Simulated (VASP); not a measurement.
Input:

```yaml
crystal:
  lattice:
    - [4.22890, 0.00000, 0.00000]
    - [0.00000, 4.22890, 0.00000]
    - [0.00000, 0.00000, 2.69551]
  atoms:
    - { symbol: Si, position: [0.00000, 0.00000, 0.00000] }
    - { symbol: Si, position: [0.50000, 0.50000, 0.50000] }
    - { symbol: O, position: [0.30657, 0.30657, 0.00000] }
    - { symbol: O, position: [0.80657, 0.19343, 0.50000] }
    - { symbol: O, position: [0.19343, 0.80657, 0.50000] }
    - { symbol: O, position: [0.69343, 0.69343, 0.00000] }
```

All values below come from PW91 GGA, VASP's PBE PAW potentials (set 64) (plane waves; VASP 6.6.1). Settings: 520 eV cut-off, Gaussian smearing of 0.050 eV, potentials Si O.

**Question.** Give the energies of bands 6 to 19 at the high-symmetry points, in eV from the valence-band maximum.

**Answer.** 
| band | Γ | X | M | Z | R | A |
|---|---|---|---|---|---|---|
| 6 | -6.23 | -9.07 | -7.70 | -9.34 | -9.20 | -10.50 |
| 7 | -6.23 | -4.44 | -5.75 | -6.70 | -7.87 | -7.89 |
| 8 | -5.94 | -4.44 | -5.75 | -6.70 | -7.87 | -7.89 |
| 9 | -5.24 | -4.37 | -3.95 | -6.12 | -6.35 | -4.44 |
| 10 | -4.94 | -4.37 | -3.95 | -6.12 | -6.35 | -4.44 |
| 11 | -3.04 | -3.71 | -3.15 | -4.48 | -3.81 | -4.35 |
| 12 | -3.04 | -3.71 | -3.15 | -4.48 | -3.81 | -4.35 |
| 13 | -2.50 | -2.62 | -2.56 | -2.89 | -2.20 | -1.71 |
| 14 | -0.85 | -2.62 | -2.56 | -2.89 | -2.20 | -1.71 |
| 15 | -0.85 | -1.03 | -2.16 | -2.56 | -1.67 | -1.47 |
| 16 | 0.00 | -1.03 | -2.16 | -2.56 | -1.67 | -1.47 |
| 17 | 5.07 | 7.31 | 7.04 | 8.66 | 8.45 | 6.83 |
| 18 | 6.60 | 7.31 | 7.04 | 8.66 | 8.45 | 6.83 |
| 19 | 8.27 | 8.86 | 9.77 | 12.30 | 9.50 | 10.74 |

The gap is direct, 5.07 eV, from the valence maximum at Γ to the conduction minimum at Γ.

The compound is SiO2 in the rutile structure, stishovite, a high-pressure form. It was relaxed first.
